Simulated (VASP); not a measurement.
Computed with PBE GGA, VASP's PBE PAW potentials (set 64) (plane waves; VASP).

Input for VASP

**KPOINTS**
```
K-points
0
Gamma
7 7 7
```

**INCAR**
```
SYSTEM = ZrO2
PREC = Accurate
ENCUT = 520
EDIFF = 1E-6
NELM = 100
ALGO = Normal
LREAL = .FALSE.
LASPH = .TRUE.
ISMEAR = 0
SIGMA = 0.05
GGA = PE
LMAXMIX = 4
LWAVE = .FALSE.
LCHARG = .TRUE.
```

POSCAR:
```
ZrO2
2.5591990
  0.0000000000   1.0000000675   1.0000000675
  1.0000000675   0.0000000000   1.0000000675
  1.0000000675   1.0000000675   0.0000000000
Zr O
1 2
direct
  0.0000000000   0.0000000000   0.0000000000
  0.2500000000   0.2500000000   0.2500000000
  0.7500000000   0.7500000000   0.7500000000
```

POTCAR, in this order: Zr_sv O (PBE.64 set). Program: vasp_std.

Task: Predict the energy per atom (σ→0).

Result: 
| Item | Value |
|---|---|
| energy per atom (σ→0) | -9.523 eV/atom |

File OSZICAR:
```
...
DAV:   8    -0.285662431376E+02    0.29147E-01   -0.17711E-01   840   0.437E+00    0.459E-01
DAV:   9    -0.285671139530E+02   -0.87082E-03   -0.14443E-02   864   0.890E-01    0.329E-01
DAV:  10    -0.285683001865E+02   -0.11862E-02   -0.48147E-03   752   0.707E-01    0.134E-01
DAV:  11    -0.285683282562E+02   -0.28070E-04   -0.15780E-03   864   0.327E-01    0.132E-01
DAV:  12    -0.285682716942E+02    0.56562E-04   -0.32933E-04   728   0.143E-01    0.464E-03
DAV:  13    -0.285682734019E+02   -0.17077E-05   -0.12105E-05   800   0.255E-02    0.390E-03
DAV:  14    -0.285682736458E+02   -0.24390E-06   -0.22742E-06   696   0.103E-02
   1 F= -.28568274E+02 E0= -.28568274E+02  d E =-.612247E-27
```

The compound is ZrO2 in the fluorite structure, the high-temperature cubic form, which is unstable at 0 K; the monoclinic form is the stable one. It was relaxed first.
